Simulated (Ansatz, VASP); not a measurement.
# AlGaN2: VASP beside Ansatz, part 2 of 3

One calculation is typed for both programs; each brings its own data sets. How far apart do they land? The cell is taken from a series of runs on this material, whose earlier steps may have relaxed, scaled, displaced or heated it; both programs get it as it stands.

VASP 6.6.1 and Ansatz 0.2.0.

So far: Set-up; Ansatz: zone-centre phonons, LDA.

## 3. VASP: zone-centre phonons, LDA

Level of this step: LDA; plane waves and PAW (Al, Ga_d, N) (VASP).

The same cell, functional (in two slightly different forms), mesh and smearing now go to VASP, with its own data sets.

Lines of VASP's logs that name or quote its potential files are left out, and so is its time.

Input file INCAR:

```
SYSTEM = AlGaN2
PREC = Accurate
ENCUT = 600
EDIFF = 1E-08
NELM = 120
ISMEAR = -1
SIGMA = 0.026
LREAL = .FALSE.
ALGO = Normal
GGA = CA
NELECT = 25.4
NBANDS = 18
LORBIT = 11
LWAVE = .FALSE.
LCHARG = .FALSE.
ISIF = 2
IBRION = 8
LASPH = .TRUE.
GGA_COMPAT = .FALSE.
KPAR = 2
```

Input file POSCAR:

```
AlGaN2
1.0
    3.1191540346     -0.0000002863      0.0000000000
   -1.5595767694      2.7012667754      0.0000000000
    0.0000000000      0.0000000000      5.0528985475
Al Ga N
1 1 2
Direct
    0.0000000000      0.0000000000      0.9994937145
    0.6666666667      0.3333333333      0.4971805407
    0.6666666667      0.3333333333      0.1128676700
    0.0000000000      0.0000000000      0.6268580748
```

Input file KPOINTS:

```
Automatic mesh
0
Gamma
12 12 8
0 0 0
```

The projector-augmented-wave data sets are Al, Ga_d and N (LDA family, release 64).

The run is started by

```
$ mpirun -np 2 vasp_std
```

The log of the run:

```text
[banner, memory and clock lines left out]
running    2 mpi-ranks, on    1 nodes
 distrk:  each k-point on    1 cores,    2 groups
 distr:  one band on    1 cores,    1 groups

 POSCAR found type information on POSCAR AlGaN
 POSCAR found :  3 types and       4 ions
 LDA part: xc-table for (Slater(with rela. corr.)+CA(PZ))
 , standard interpolation
 POSCAR, INCAR and KPOINTS ok, starting setup
 FFT: planning ... GRIDC
 FFT: planning ... GRID_SOFT
 FFT: planning ... GRID
 WAVECAR not read
 entering main loop
       N       E                     dE             d eps       ncg     rms          rms(c)
DAV:   1     0.186244285309E+03    0.18624E+03   -0.13207E+04  4784   0.220E+03
DAV:   2    -0.164998876700E+02   -0.20274E+03   -0.19481E+03  5468   0.458E+02
DAV:   3    -0.362938575533E+02   -0.19794E+02   -0.19418E+02  5500   0.121E+02
DAV:   4    -0.368595833195E+02   -0.56573E+00   -0.56399E+00  6508   0.205E+01
DAV:   5    -0.368671431065E+02   -0.75598E-02   -0.75543E-02  6072   0.226E+00BRMIX: very serious problems
 the old and the new charge density differ
 old charge density:    26.00000 new   25.40000
BRMIX: very serious problems
 the old and the new charge density differ
 old charge density:    26.00000 new   25.40000
    0.102E+01
DAV:   6    -0.336837750430E+02    0.31834E+01   -0.16470E+01  7394   0.596E+01    0.441E+00
DAV:   7    -0.336548280599E+02    0.28947E-01   -0.55024E+00  6160   0.169E+01    0.325E+00
DAV:   8    -0.335007670159E+02    0.15406E+00   -0.67575E-01  6318   0.675E+00    0.183E+00
DAV:   9    -0.334954725358E+02    0.52945E-02   -0.41309E-01  6254   0.435E+00    0.108E+00
DAV:  10    -0.334743912088E+02    0.21081E-01   -0.25335E-01  6938   0.301E+00    0.223E-01
DAV:  11    -0.334741077130E+02    0.28350E-03   -0.13606E-02  5906   0.112E+00    0.116E-01
DAV:  12    -0.334741588993E+02   -0.51186E-04   -0.92736E-04  5758   0.242E-01    0.468E-02
DAV:  13    -0.334741371370E+02    0.21762E-04   -0.17375E-04  5674   0.137E-01    0.991E-03
DAV:  14    -0.334741375807E+02   -0.44372E-06   -0.17635E-05  5682   0.357E-02    0.907E-03
DAV:  15    -0.334741370351E+02    0.54564E-06   -0.12055E-05  6274   0.262E-02    0.428E-03
DAV:  16    -0.334741368934E+02    0.14172E-06   -0.99024E-07  5768   0.711E-03    0.226E-03
DAV:  17    -0.334741368882E+02    0.51768E-08   -0.19618E-07  6262   0.466E-03    0.642E-04
DAV:  18    -0.334741368817E+02    0.65147E-08   -0.21135E-08  3276   0.112E-03
   1 F= -.33474137E+02 E0= -.33472085E+02  d E =-.410387E-02
 Linear response reoptimize wavefunctions to high precision
DAV:   1    -0.334741368797E+02    0.20232E-08   -0.18481E-08  5660   0.894E-04
DAV:   2    -0.334741368798E+02   -0.17280E-09   -0.15432E-09  3026   0.326E-04
DAV:   3    -0.334741368798E+02   -0.86402E-11   -0.14954E-10  2890   0.114E-04
 Linear response DOF=           8
 Linear response progress:
  Degree of freedom:   1/  8
       N       E                     dE             d eps       ncg     rms          rms(c)
RMM:   1    -0.630162398888E-02   -0.63016E-02    0.34678E-04 49060   0.710E-01
RMM:   2    -0.578016224543E-02    0.52146E-03   -0.68888E-04 38498   0.194E-01    0.134E-01
RMM:   3    -0.563687805149E-02    0.14328E-03   -0.19293E-04 43457   0.870E-02    0.680E-02
RMM:   4    -0.572695253436E-02   -0.90074E-04   -0.10784E-04 40215   0.597E-02    0.838E-03
RMM:   5    -0.571934191672E-02    0.76106E-05   -0.46837E-06 44478   0.163E-02    0.281E-03
RMM:   6    -0.571635725585E-02    0.29847E-05   -0.15886E-07 42998   0.366E-03    0.101E-03
RMM:   7    -0.571558502917E-02    0.77223E-06   -0.83194E-09 44476   0.120E-03    0.764E-04
RMM:   8    -0.571453851722E-02    0.10465E-05    0.14984E-09 42486   0.572E-04    0.157E-04
RMM:   9    -0.571481806953E-02   -0.27955E-06   -0.83959E-09 46107   0.201E-04    0.966E-05
RMM:  10    -0.571484466900E-02   -0.26599E-07   -0.12743E-09 43661   0.722E-05    0.916E-06
RMM:  11    -0.571484339789E-02    0.12711E-08   -0.70941E-10 45465   0.334E-05    0.243E-06
 first order change of Fermi-energy  -0.54765E-05
 force on displaced ion       1 direction 1 : -13.984  -0.003   0.000
 Linear response progress:
  Degree of freedom:   2/  8
       N       E                     dE             d eps       ncg     rms          rms(c)
RMM:   1    -0.148776827676E-01   -0.14878E-01    0.29131E-02 11176   0.154E+00
RMM:   2    -0.133421209034E-01    0.15356E-02   -0.25491E-03  8752   0.567E-01    0.306E-01
RMM:   3    -0.150945995025E-01   -0.17525E-02   -0.98613E-03  9269   0.531E-01    0.402E-01
RMM:   4    -0.118181400241E-01    0.32765E-02   -0.30094E-03  8237   0.304E-01    0.505E-02
RMM:   5    -0.118628057159E-01   -0.44666E-04   -0.22837E-04  9723   0.106E-01    0.160E-02
RMM:   6    -0.118614524899E-01    0.13532E-05   -0.85368E-06  9727   0.242E-02    0.738E-03
RMM:   7    -0.118449728746E-01    0.16480E-04   -0.24902E-06  9588   0.110E-02    0.127E-03
RMM:   8    -0.118456604544E-01   -0.68758E-06   -0.10355E-07  9791   0.286E-03    0.678E-04
RMM:   9    -0.118456195014E-01    0.40953E-07   -0.22222E-08 10090   0.128E-03    0.196E-04
RMM:  10    -0.118456581765E-01   -0.38675E-07   -0.22953E-09  9559   0.434E-04    0.102E-04
RMM:  11    -0.118456561810E-01    0.19955E-08   -0.24889E-09 10500   0.162E-04    0.441E-05
 first order change of Fermi-energy   0.20073E+00
[...]
RMM:  12    -0.174986428459E+00    0.35406E-06   -0.29925E-08 10108   0.478E-04    0.293E-05
RMM:  13    -0.174986557735E+00   -0.12928E-06    0.24511E-08 10012   0.294E-04    0.806E-06
RMM:  14    -0.174986606794E+00   -0.49059E-07    0.18396E-09 10654   0.203E-04    0.927E-06
RMM:  15    -0.174986571551E+00    0.35243E-07    0.14962E-09 10364   0.148E-04    0.571E-06
RMM:  16    -0.174986569762E+00    0.17891E-08   -0.25729E-09 11103   0.116E-04    0.630E-06
 first order change of Fermi-energy  -0.27007E+00
 force on displaced ion       2 direction 3 :  -0.000  -0.000 -15.267
 Linear response progress:
  Degree of freedom:   5/  8
       N       E                     dE             d eps       ncg     rms          rms(c)
RMM:   1    -0.232159382441E+00   -0.23216E+00    0.16433E-01 50573   0.281E+00
RMM:   2    -0.230200575429E+00    0.19588E-02   -0.53795E-03 36975   0.630E-01    0.183E-01
RMM:   3    -0.231193828241E+00   -0.99325E-03   -0.15373E-03 42111   0.275E-01    0.896E-02
RMM:   4    -0.232832524497E+00   -0.16387E-02   -0.71889E-04 39454   0.147E-01    0.190E-02
RMM:   5    -0.232863279627E+00   -0.30755E-04   -0.34060E-05 44482   0.388E-02    0.275E-03
RMM:   6    -0.232839328315E+00    0.23951E-04   -0.12939E-06 42869   0.851E-03    0.113E-03
RMM:   7    -0.232841112451E+00   -0.17841E-05   -0.10439E-07 44624   0.255E-03    0.826E-04
RMM:   8    -0.232841296944E+00   -0.18449E-06   -0.25033E-08 43067   0.879E-04    0.161E-04
RMM:   9    -0.232838460235E+00    0.28367E-05   -0.13212E-08 44782   0.352E-04    0.497E-05
RMM:  10    -0.232838407601E+00    0.52634E-07   -0.17801E-08 43357   0.146E-04    0.119E-05
RMM:  11    -0.232838347004E+00    0.60596E-07    0.25918E-09 46111   0.896E-05    0.444E-06
RMM:  12    -0.232838348601E+00   -0.15969E-08   -0.22161E-08 46987   0.704E-05    0.152E-06
 first order change of Fermi-energy  -0.22667E-04
 force on displaced ion       3 direction 1 : -14.605   0.007   0.000
 Linear response progress:
  Degree of freedom:   6/  8
       N       E                     dE             d eps       ncg     rms          rms(c)
RMM:   1    -0.241284742719E+00   -0.24128E+00    0.17215E-01 11078   0.341E+00
RMM:   2    -0.241451841259E+00   -0.16710E-03   -0.11960E-02  8474   0.769E-01    0.172E-01
RMM:   3    -0.242185639584E+00   -0.73380E-03   -0.27230E-03  9332   0.346E-01    0.115E-01
RMM:   4    -0.242604724777E+00   -0.41909E-03   -0.67687E-04  9691   0.164E-01    0.796E-02
RMM:   5    -0.243083696058E+00   -0.47897E-03   -0.22774E-04  9747   0.868E-02    0.158E-02
RMM:   6    -0.243200509399E+00   -0.11681E-03   -0.16215E-05  9576   0.310E-02    0.350E-03
RMM:   7    -0.243198369978E+00    0.21394E-05   -0.10241E-06  9432   0.100E-02    0.139E-03
RMM:   8    -0.243193426835E+00    0.49431E-05   -0.18811E-07  9826   0.361E-03    0.523E-04
RMM:   9    -0.243192378369E+00    0.10485E-05   -0.28882E-08  9682   0.112E-03    0.258E-04
RMM:  10    -0.243191352573E+00    0.10258E-05   -0.24963E-08  9985   0.457E-04    0.951E-05
RMM:  11    -0.243191545801E+00   -0.19323E-06   -0.21023E-08 10021   0.222E-04    0.225E-05
RMM:  12    -0.243191455236E+00    0.90565E-07   -0.21582E-08  9393   0.174E-04    0.989E-06
RMM:  13    -0.243191505073E+00   -0.49837E-07   -0.15212E-08 10387   0.119E-04    0.481E-06
RMM:  14    -0.243191508511E+00   -0.34377E-08   -0.47024E-08 10443   0.947E-05    0.428E-06
 first order change of Fermi-energy   0.43418E+00
 force on displaced ion       3 direction 3 :  -0.000  -0.000 -16.011
 Linear response progress:
  Degree of freedom:   7/  8
       N       E                     dE             d eps       ncg     rms          rms(c)
RMM:   1    -0.234714848968E+00   -0.23471E+00    0.70861E-02 51775   0.394E+00
RMM:   2    -0.224628706448E+00    0.10086E-01   -0.12165E-02 37011   0.104E+00    0.148E-01
RMM:   3    -0.225780539174E+00   -0.11518E-02   -0.20085E-03 43184   0.357E-01    0.708E-02
RMM:   4    -0.226997913972E+00   -0.12174E-02   -0.49729E-04 42769   0.153E-01    0.165E-02
RMM:   5    -0.226997328218E+00    0.58575E-06   -0.20373E-05 44098   0.345E-02    0.802E-03
RMM:   6    -0.226975242108E+00    0.22086E-04   -0.20007E-06 43704   0.112E-02    0.109E-03
RMM:   7    -0.226978607791E+00   -0.33657E-05   -0.11608E-07 44596   0.279E-03    0.861E-04
RMM:   8    -0.226979715442E+00   -0.11077E-05   -0.30041E-08 43876   0.891E-04    0.478E-04
RMM:   9    -0.226977951198E+00    0.17642E-05   -0.21523E-08 44115   0.500E-04    0.447E-05
RMM:  10    -0.226977732123E+00    0.21907E-06   -0.24121E-08 45306   0.181E-04    0.208E-05
RMM:  11    -0.226977625580E+00    0.10654E-06   -0.17545E-08 46088   0.100E-04    0.536E-06
RMM:  12    -0.226977620562E+00    0.50182E-08   -0.18762E-08 46919   0.768E-05    0.232E-06
 first order change of Fermi-energy  -0.37217E-04
 force on displaced ion       4 direction 1 : -12.915  -0.003   0.000
 Linear response progress:
  Degree of freedom:   8/  8
       N       E                     dE             d eps       ncg     rms          rms(c)
RMM:   1    -0.246703568650E+00   -0.24670E+00    0.18828E-01 11199   0.339E+00
RMM:   2    -0.245149919019E+00    0.15536E-02   -0.10232E-02  8490   0.782E-01    0.176E-01
RMM:   3    -0.245840684162E+00   -0.69077E-03   -0.20268E-03  9531   0.310E-01    0.862E-02
RMM:   4    -0.246636563985E+00   -0.79588E-03   -0.61991E-04  9691   0.144E-01    0.802E-02
RMM:   5    -0.246896317039E+00   -0.25975E-03   -0.14268E-04  9416   0.690E-02    0.176E-02
RMM:   6    -0.247032875535E+00   -0.13656E-03   -0.22143E-05  9658   0.352E-02    0.399E-03
RMM:   7    -0.247039121156E+00   -0.62456E-05   -0.14305E-06  9205   0.117E-02    0.194E-03
RMM:   8    -0.247037104269E+00    0.20169E-05   -0.25881E-07  9674   0.474E-03    0.653E-04
RMM:   9    -0.247036311170E+00    0.79310E-06   -0.51172E-08  9863   0.170E-03    0.344E-04
RMM:  10    -0.247036067347E+00    0.24382E-06   -0.29431E-08  9969   0.659E-04    0.115E-04
RMM:  11    -0.247036316065E+00   -0.24872E-06   -0.24784E-08 10046   0.262E-04    0.383E-05
RMM:  12    -0.247036233748E+00    0.82316E-07   -0.27715E-08  9746   0.162E-04    0.148E-05
RMM:  13    -0.247036267911E+00   -0.34162E-07   -0.28003E-08 10150   0.117E-04    0.658E-06
RMM:  14    -0.247036284720E+00   -0.16809E-07   -0.45870E-08  9990   0.104E-04    0.424E-06
RMM:  15    -0.247036290026E+00   -0.53059E-08   -0.46555E-09 10727   0.932E-05    0.379E-06
 first order change of Fermi-energy  -0.36552E+00
 force on displaced ion       4 direction 3 :   0.000   0.000 -18.915
 Linear response finished
```

(Part 2 of 3 ends here.)

[Lines on the potential files, build, host, timing and source positions are cut from VASP's logs without a mark.]

[Logs are printed without paths, hosts, clocks, repeated set-up lines and the standing remarks that a program may print on its own settings, such as how far it seeks lower states.]

[Hosts, paths, dates, database ids (printed as entryN), source tags and the programs' standing remarks are cut or masked in the printed files.]
